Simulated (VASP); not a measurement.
Method: AM05 GGA, VASP's PBE PAW potentials (set 64) (plane waves; VASP).

Input for VASP

KPOINTS:
```
Automatic mesh
0
Gamma
7 7 4
0 0 0
```

INCAR:
```
ALGO=Normal
EDIFF=1E-6
EDIFFG=-0.02
ENCUT=520
GGA=AM
IBRION=2
ISIF=3
ISMEAR=1
LASPH=.TRUE.
LCHARG=.FALSE.
LMAXMIX=4
LREAL=.FALSE.
LWAVE=.FALSE.
NELM=100
NSW=60
PREC=Accurate
SIGMA=0.1
SYSTEM=Mg3Sb2
```

POSCAR:
```
Mg3Sb2
1
    2.2880524341    -3.9630232266     0.0000000000
    2.2880524341     3.9630232266     0.0000000000
    0.0000000000     0.0000000000     7.1473157881
Mg Sb
3 2
Direct
  1.0000000000   1.0000000000   0.0000000000
  0.3333330000   0.6666670000   0.6340286664
  0.6666670000   0.3333330000   0.3659713336
  0.3333330000   0.6666670000   0.2240420614
  0.6666670000   0.3333330000   0.7759579386
```

POTCAR, in this order: Mg Sb (PBE.64 set). Program: vasp_std.

Question: What will the output report for the number of irreducible k-points (NKPTS), largest plane-wave count, number of space-group operations, FFT grid (NGX, NGY, NGZ)?

Answer: 
* **number of irreducible k-points (NKPTS)**: 28
* **largest plane-wave count**: 3537
* **number of space-group operations**: 12
* **FFT grid (NGX, NGY, NGZ)**: 36 × 36 × 54

The compound is Mg3Sb2 in the a-la2o3 structure. This run relaxes it. Symmetry was kept, so distortions that lower it aren't found. The start is the result of an earlier pass.
